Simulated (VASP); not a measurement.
Level of theory: PBE GGA, VASP's PBE PAW potentials (set 64) (plane waves; VASP).

VASP input:

### INCAR
```
! general
SYSTEM  = PtS2
PREC    = Accurate
ENCUT   = 400
LREAL   = .FALSE.
LASPH   = .TRUE.

! electronic loop
EDIFF   = 1E-6
NELM    = 100
ALGO    = Normal
LMAXMIX = 6

! smearing
ISMEAR  = 0
SIGMA   = 0.05

! functional
GGA     = PE

! ions
ISIF    = 2

! output
LWAVE   = .FALSE.
LCHARG  = .FALSE.
```

### POSCAR
```
PtS2
1
    1.8054000000    -3.1270450000     0.0000000000
    1.8054000000     3.1270450000     0.0000000000
    0.0000000000     0.0000000000     5.1408000000
Pt S
1 2
Direct
  0.0000000000   0.0000000000   0.0000000000
  0.3333330000   0.6666670000   0.2300000000
  0.6666670000   0.3333330000   0.7700000000
```

**KPOINTS**
```
Automatic mesh
0
Gamma
6 6 4
0 0 0
```

POTCAR, in this order: Pt S (PBE.64 set). Program: vasp_std.

Output

File OUTCAR:
```
 ion  position               nearest neighbor table
   1  0.000  0.000  0.000-   2 2.40   3 2.40   3 2.40   2 2.40   3 2.40   2 2.40
   2  0.333  0.667  0.230-   1 2.40   1 2.40   1 2.40
   3  0.667  0.333  0.770-   1 2.40   1 2.40   1 2.40
  LATTYP: Found a hexagonal cell.
 ALAT       =     3.6108004088
 C/A-ratio  =     1.4237286524
 Subroutine PRICEL returns:
 Original cell was already a primitive cell.
 Subroutine GETGRP returns: Found 12 space group operations
The static configuration has the point symmetry D_3d.
The dynamic configuration has the point symmetry D_3d.
 Subroutine INISYM returns: Found 12 space group operations
 Subroutine IBZKPT returns following result:
 Found     24 irreducible k-points:

 Following reciprocal coordinates:
            Coordinates               Weight
  0.000000  0.000000  0.000000      1.000000
  0.166667  0.000000  0.000000      6.000000
  0.333333  0.000000  0.000000      6.000000
  0.500000  0.000000  0.000000      3.000000
  0.166667  0.166667  0.000000      6.000000
  0.333333  0.166667  0.000000     12.000000
  0.333333  0.333333  0.000000      2.000000
...
```

### OSZICAR
```
       N       E                     dE             d eps       ncg     rms          rms(c)
DAV:   1     0.977309678656E+02    0.97731E+02   -0.91149E+03   736   0.105E+03
DAV:   2    -0.127485447618E+02   -0.11048E+03   -0.10766E+03   937   0.222E+02
DAV:   3    -0.167316450786E+02   -0.39831E+01   -0.39691E+01   881   0.466E+01
DAV:   4    -0.167817856376E+02   -0.50141E-01   -0.50125E-01   972   0.560E+00
DAV:   5    -0.167827540230E+02   -0.96839E-03   -0.96836E-03   930   0.740E-01    0.178E+01
DAV:   6    -0.156844170611E+02    0.10983E+01   -0.81826E+00   727   0.292E+01    0.120E+01
DAV:   7    -0.154303927782E+02    0.25402E+00   -0.14549E+00   727   0.130E+01    0.570E+00
DAV:   8    -0.154152868950E+02    0.15106E-01   -0.95297E-02   818   0.218E+00    0.132E+00
DAV:   9    -0.154098742275E+02    0.54127E-02   -0.15604E-02   839   0.139E+00    0.265E-01
DAV:  10    -0.154101103718E+02   -0.23614E-03   -0.20558E-03   867   0.327E-01    0.772E-02
DAV:  11    -0.154101635688E+02   -0.53197E-04   -0.70251E-05   905   0.763E-02    0.441E-02
DAV:  12    -0.154101688560E+02   -0.52872E-05   -0.13653E-05   874   0.337E-02    0.123E-02
DAV:  13    -0.154101701496E+02   -0.12937E-05   -0.22801E-06   862   0.109E-02    0.368E-03
DAV:  14    -0.154101703704E+02   -0.22079E-06   -0.34169E-07   556   0.494E-03
   1 F= -.15410170E+02 E0= -.15410170E+02  d E =-.834289E-12
```

**OUTCAR**
```
------------------------ aborting loop because EDIFF is reached ----------------------------------------
  FORCE on cell =-STRESS in cart. coord.  units (eV):
  Direction    XX          YY          ZZ          XY          YZ          ZX
  --------------------------------------------------------------------------------------
  Total        0.1468336      0.1468336      0.9753944      0.0000000      0.0000000      0.0000000
  in kB        4.0529166      4.0529179     26.9229461      0.0000000      0.0000000      0.0000000
  external PRESSURE =      11.6762602 kB  Pullay stress =       0.0000000 kB
  volume of cell :       58.05
      direct lattice vectors                 reciprocal lattice vectors
     1.805400000 -3.127045000  0.000000000     0.276946937 -0.159895364  0.000000000
     1.805400000  3.127045000  0.000000000     0.276946937  0.159895364  0.000000000
     0.000000000  0.000000000  5.140800000     0.000000000  0.000000000  0.194522253
 POSITION                                       TOTAL-FORCE (eV/Angst)
 -----------------------------------------------------------------------------------
      0.00000      0.00000      0.00000        -0.000000     -0.000000      0.000000
      1.80540      1.04235      1.18238         0.000000      0.000000      0.200345
      1.80540     -1.04235      3.95842        -0.000000     -0.000000     -0.200345
 -----------------------------------------------------------------------------------
    total drift:                               -0.000000     -0.000000      0.000000
  FREE ENERGIE OF THE ION-ELECTRON SYSTEM (eV)
  ---------------------------------------------------
  free  energy   TOTEN  =       -15.4101703704 eV

  energy  without entropy=      -15.4101703704  energy(sigma->0) =      -15.41017037
```
(Selected blocks of OUTCAR.)

OUTCAR:
```
 val. band max:        5.8959720562   @ k =   0.0000   0.1667   0.2500

 cond. band min:       6.7881109222   @ k =   0.0000   0.3333   0.2500


 Fermi energy:         6.1258001937

 k-point     1 :       0.0000    0.0000    0.0000
  band No.  band energies     occupation
      1      -9.0278      2.00000
      2      -6.2104      2.00000
      3      -0.5068      2.00000
      4      -0.5016      2.00000
      5      -0.5016      2.00000
      6       2.3265      2.00000
      7       2.3265      2.00000
      8       4.2083      2.00000
      9       4.8799      2.00000
     10       4.8800      2.00000
     11       5.8909      2.00000
     12       8.1675      0.00000
     13       8.1675      0.00000
     14      10.7875      0.00000
     15      11.2119      0.00000

 k-point     2 :       0.1667    0.0000    0.0000
  band No.  band energies     occupation
      1      -8.6990      2.00000
      2      -6.3771      2.00000
      3      -0.2928      2.00000
      4      -0.2861      2.00000
      5      -0.1291      2.00000
      6       1.7735      2.00000
      7       2.1037      2.00000
      8       3.4305      2.00000
      9       4.7816      2.00000
     10       4.8272      2.00000
     11       5.7756      2.00000
     12       7.4314      0.00000
     13       8.0260      0.00000
     14      11.8132      0.00000
     15      12.3272      0.00000

 k-point     3 :       0.3333    0.0000    0.0000
  band No.  band energies     occupation
      1      -7.8810      2.00000
      2      -6.7144      2.00000
      3      -0.3263      2.00000
      4       0.1174      2.00000
      5       0.7581      2.00000
      6       0.9292      2.00000
      7       2.0628      2.00000
      8       2.9498      2.00000
      9       4.0378      2.00000
     10       4.0608      2.00000
     11       4.6096      2.00000
     12       7.4879      0.00000
     13       8.2691      0.00000
     14      11.2520      0.00000
     15      13.2658      0.00000
...
```

Unless said otherwise, spin-orbit coupling is left out, though it shifts the bands of the heavy elements here.

The compound is PtS2 in the 1T layered structure. The cell was not relaxed at this level.
